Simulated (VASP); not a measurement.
# Al3Si2F in VASP: further runs, part 3 of 3

VASP 6.6.1. Earlier steps stand in the parts before.

## 7. Relaxation of cell and atoms, PBE

This run uses another cell than the first one, of 14.87 Å³/atom, 1.056 times its volume.

Input file INCAR:

```
PREC = Normal
ENCUT = 520
EDIFF = 1E-4
ISMEAR = 0
SIGMA = 0.15
LREAL = F
LASPH = T
NELM = 60
ALGO = Fast
ISIF = 3
LWAVE = F
LCHARG = F
GGA = PE
IBRION = 2
NSW = 24
EDIFFG = -0.08
KPAR = 2
```

Input file KPOINTS:

```
Automatic mesh
0
Gamma
  4 4 4
```

Input file POSCAR:

```
Al3Si2F
1.0
    2.4761333800      1.4295962700      4.1997726200
   -2.4761333800      1.4295962700      4.1997726200
    0.0000000000     -2.8591925400      4.1997726200
Al Si F
3 2 1
Direct
    0.0000000000      0.5000000000      0.5000000000
    0.5000000000      0.0000000000      0.5000000000
    0.5000000000      0.5000000000      0.0000000000
    0.1246170000      0.1246170000      0.1246170000
    0.8753830000      0.8753830000      0.8753830000
    0.5000000000      0.5000000000      0.5000000000
```

Potentials or basis: VASP PAW PBE potentials, release 64 (Al, Si, F).

The run is started by

```bash
cat potpaw_PBE.64/Al/POTCAR potpaw_PBE.64/Si/POTCAR potpaw_PBE.64/F/POTCAR > POTCAR
mpirun -np 2 vasp_std > vasp.out
```

OUTCAR:

```text
PREC = Normal
   ENCUT = 520
   EDIFF = 1E-4
   ISMEAR = 0
   LREAL = F
   LASPH = T
   NELM = 60
   ISIF = 3
   GGA = PE
   IBRION = 2
   NSW = 24
   EDIFFG = -0.08

 ion  position               nearest neighbor table
   1  0.000  0.500  0.500-   3 2.48   3 2.48   2 2.48   2 2.48   6 2.54   6 2.54   5 2.93   4 2.93
                             5 2.93   4 2.93   4 2.99   5 2.99
   2  0.500  0.000  0.500-   3 2.48   3 2.48   1 2.48   1 2.48   6 2.54   6 2.54   4 2.93   5 2.93
                             4 2.93   5 2.93   4 2.99   5 2.99
   3  0.500  0.500  0.000-   1 2.48   2 2.48   2 2.48   1 2.48   6 2.54   6 2.54   4 2.93   5 2.93
                             4 2.93   5 2.93   4 2.99   5 2.99
   4  0.125  0.125  0.125-   1 2.93   2 2.93   1 2.93   2 2.93   3 2.93   3 2.93   3 2.99   2 2.99
                             1 2.99   5 3.05   5 3.05   5 3.05   5 3.14
   5  0.875  0.875  0.875-   2 2.93   1 2.93   1 2.93   2 2.93   3 2.93   3 2.93   3 2.99   2 2.99
                             1 2.99   4 3.05   4 3.05   4 3.05   4 3.14
   6  0.500  0.500  0.500-   3 2.54   3 2.54   1 2.54   2 2.54   2 2.54   1 2.54

  LATTYP: Found a trigonal (rhomboedric) cell.
 ALAT       =     5.0806566574
 COS(alpha) =     0.5249510404

  Lattice vectors:

 A1 = (   2.4761333800,   1.4295962700,   4.1997726200)
 A2 = (  -2.4761333800,   1.4295962700,   4.1997726200)
 A3 = (   0.0000000000,  -2.8591925400,   4.1997726200)

Analysis of symmetry for initial positions (statically):
=====================================================================
 Subroutine PRICEL returns:
 Original cell was already a primitive cell.
[... 176 lines left out ...]
  -------------------------------------------------------------------------------------
  Total        5.9050544      5.9050544     -0.4023417     -0.0000000      0.0000000      0.0000000
  in kB      106.0644917    106.0644911     -7.2267196     -0.0000000      0.0000000      0.0000000
  external PRESSURE =      68.3007544 kB  Pullay stress =       0.0000000 kB
[... 101 lines left out ...]
  FREE ENERGIE OF THE ION-ELECTRON SYSTEM (eV)
  ---------------------------------------------------
  free  energy   TOTEN  =       -23.7878917199 eV

  energy  without entropy=      -23.7525054043  energy(sigma->0) =      -23.77019856

[... ionic steps 4 to 9 ...]

--------------------------------------- Ionic step       10  -------------------------------------------

 number of electron      24.0000048 magnetization

------------------------ aborting loop because EDIFF is reached ----------------------------------------
[... 75 lines left out ...]
--------------------------------------- Ionic step       12  -------------------------------------------

 number of electron      24.0000059 magnetization

 Free energy of the ion-electron system (eV)
  ---------------------------------------------------
  ext. energy  EPLUGINS =         0.00000000
  ---------------------------------------------------
  free energy    TOTEN  =       -24.06870463 eV

  energy without entropy =      -24.04468437  energy(sigma->0) =      -24.05669450

 E-fermi :   7.1087     XC(G=0): -10.1826

 val. band max:        7.0345723699   @ k =   0.2500   0.2500  -0.0000
 cond. band min:       7.1294698305   @ k =   0.0000   0.0000   0.0000
 fundamental gap:      0.0948974606
 Fermi energy:         7.1087490574

 k-point     1 :       0.0000    0.0000    0.0000
  band No.  band energies     occupation
      1     -17.0075      2.00000
      2      -4.0004      2.00000
      3      -0.0334      2.00000
      4       0.8850      2.00000
      5       0.8850      2.00000
      6       2.7482      2.00000
[... 269 lines left out ...]
  FREE ENERGIE OF THE ION-ELECTRON SYSTEM (eV)
  ---------------------------------------------------
  free  energy   TOTEN  =       -24.0687046310 eV

  energy  without entropy=      -24.0446843674  energy(sigma->0) =      -24.05669450

 reached required accuracy - stopping structural energy minimisation
```

OSZICAR:

```text
N       E                     dE             d eps       ncg     rms          rms(c)
DAV:   1     0.777188494232E+02    0.77719E+02   -0.10283E+04   416   0.128E+03
DAV:   2    -0.184869765676E+02   -0.96206E+02   -0.94615E+02   560   0.194E+02
DAV:   3    -0.242694725257E+02   -0.57825E+01   -0.56093E+01   536   0.542E+01
[... 85 lines left out ...]
DAV:   1    -0.240846162357E+02   -0.21549E-01   -0.14006E+00   520   0.925E+00    0.100E+00
RMM:   2    -0.240722078561E+02    0.12408E-01   -0.46153E-02   424   0.154E+00    0.441E-01
RMM:   3    -0.240694776869E+02    0.27302E-02   -0.46470E-03   425   0.493E-01    0.227E-01
RMM:   4    -0.240686895496E+02    0.78814E-03   -0.22345E-03   422   0.335E-01    0.399E-02
RMM:   5    -0.240687046310E+02   -0.15081E-04   -0.42089E-04   306   0.139E-01
  12 F= -.24068705E+02 E0= -.24056694E+02  d E =-.167170E-01
```

It took 57 s on 2 MPI ranks of Intel Xeon Platinum 8175M at 2.50GHz (Skylake/Cascade Lake), shared host; peak memory 0.16 GiB.

Results:

* Free energy: -24.0687 eV
* Relaxed volume: 15.98 Å³/atom
* Relaxed cell: a = 4.970 Å, b = 4.970 Å, c = 4.970 Å, α = 64.78°, β = 64.78°, γ = 64.78°
* Space group after relaxing (to 0.05 Å): R-3m (No. 166)
* Energy gained by relaxing: 97.3 meV/atom
* Ionic steps: 12
* Pressure after relaxing: -0.5 GPa
* Largest force after relaxing: 0.073 eV/Å
* Band gap on the k mesh: none (metal or under the smearing width)

Forces in eV/Å, atoms in the order of the input:
```
Al   0.000  0.000  0.000
Al   0.000  0.000  0.000
Al   0.000  0.000  0.000
Si   0.000  0.000 -0.073
Si   0.000  0.000  0.073
F    0.000  0.000  0.000
```

Step by step:
```csv
step,energy change (eV),largest force (eV/Å),pressure (GPa),volume (Å³)
1,0.0000,0.5576,6.83,89.20
2,-0.3008,0.5173,-1.15,97.55
3,-0.3028,0.5111,-2.44,98.81
4,-0.3031,0.5145,-2.14,98.38
5,-0.3968,0.5547,-1.20,96.87
6,-0.5436,0.1580,2.08,92.09
7,-0.5493,0.3638,0.88,93.25
8,-0.5512,0.2915,1.44,92.81
9,-0.5662,0.0660,0.09,94.84
10,-0.5669,0.1112,0.21,94.48
11,-0.5780,0.0987,-0.08,95.07
12,-0.5836,0.0730,-0.47,95.90
```

Final structure:
```cif
data_structure
_symmetry_space_group_name_H-M 'P 1'
_symmetry_Int_Tables_number 1
_cell_length_a 4.9703
_cell_length_b 4.9703
_cell_length_c 4.9703
_cell_angle_alpha 64.779
_cell_angle_beta 64.779
_cell_angle_gamma 64.779
_cell_volume 95.90
loop_
_atom_site_label
_atom_site_type_symbol
_atom_site_fract_x
_atom_site_fract_y
_atom_site_fract_z
_atom_site_occupancy
Al1 Al 0.00000 0.50000 0.50000 1
Al2 Al 0.50000 0.00000 0.50000 1
Al3 Al 0.50000 0.50000 0.00000 1
Si1 Si 0.10834 0.10834 0.10834 1
Si2 Si 0.89166 0.89166 0.89166 1
F1 F 0.50000 0.50000 0.50000 1
```

Caveat: the k mesh is coarse (spacing up to 0.39 Å⁻¹), so the values aren't converged; the relaxation stopped at a loose force limit of 0.08 eV/Å, so its end isn't a converged minimum.

## 8. Summary

| k mesh | gap on the mesh (eV) | pressure (GPa) | relaxed volume (Å³/atom) | largest force (eV/Å) |
| --- | --- | --- | --- | --- |
| 6 × 6 × 6 | none | -0.1 | 17.63 | 0.07 |
| 5 × 5 × 2 | none | -0.2 | 16.96 | 0.04 |
| 4 × 4 × 2 | none | 0.4 | 15.59 | 0.06 |
| 3 × 3 × 3 | none | 0.2 | 15.91 | 0.06 |
| 4 × 4 × 4 | none | -0.5 | 15.98 | 0.07 |

Alike in all rows: task relaxation of cell and atoms; level PBE; potentials or basis VASP PAW PBE potentials, release 64 (Al, Si, F); no spin polarisation; cell relaxed; cutoff (eV) 520; smearing gaussian 0.15 eV; the mesh is coarse, so values aren't converged.

Caveats: all runs use coarse meshes; the relaxation stopped at a loose force limit of 0.08 eV/Å, so its end isn't a converged minimum; the volume moved by over 15 % at a fixed basis, so the end points are rough (some runs).

Absolute energies hang on the potentials; compare differences alone.
